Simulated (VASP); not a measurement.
## PbS: relaxation of cell and atoms with PBE

The system is PbS.

```
Pb S
1.0
     0.00000    3.00431    3.00431
     3.00431    0.00000    3.00431
     3.00431    3.00431    0.00000
Pb S
1 1
Direct
  0.00000 0.00000 0.00000
  0.50000 0.50000 0.50000
```

```json
{
  "Program": "VASP 6.6.1",
  "Task": "relaxation of cell and atoms",
  "Functional": "PBE",
  "Potentials or basis": "VASP PAW PBE potentials, release 64 (Pb_d, S_h)",
  "Cutoff": "900 eV",
  "k mesh": "10 × 10 × 10",
  "Occupations": "gaussian, width 0.02 eV",
  "Spin": "no spin polarisation",
  "Further INCAR settings": "ALGO = Normal; EDIFF = 1e-07; IBRION = 2; EDIFFG = -0.002; NSW = 80; ISIF = 3"
}
```

```
Pressure after relaxing : 0.0 GPa
Band gap on the k mesh  : 0.50 eV, direct
```

Final structure:
```
CELL_PARAMETERS angstrom
0.00000 3.00431 3.00431
3.00431 0.00000 3.00431
3.00431 3.00431 0.00000
ATOMIC_POSITIONS crystal
Pb 0.00000 0.00000 0.00000
S 0.50000 0.50000 0.50000
```

Levels at points of the mesh, in eV from the valence-band top:
| k point | band 8 | band 9 | band 10 | band 11 | band 12 | band 13 |
| --- | --- | --- | --- | --- | --- | --- |
| (0.00, 0.00, 0.00) | -1.94 | -1.94 | -1.94 | 5.14 | 5.14 | 5.14 |
| (0.50, 0.00, 0.00) | -1.58 | -1.58 | 0.00 | 0.50 | 2.08 | 2.08 |
| (0.50, 0.50, 0.00) | -4.83 | -3.15 | -3.15 | 4.06 | 5.48 | 5.58 |

It took 38 s on 1 thread of Intel(R) Xeon(R) 6975P-C (Granite Rapids), on a shared host, peak memory 0.3 GiB.

Caveat: the relaxation stopped at its first step, so nothing moved; spin-orbit coupling is left out, which as a rule narrows the gap of such compounds by several tenths of an eV. A k mesh can miss the band edges.
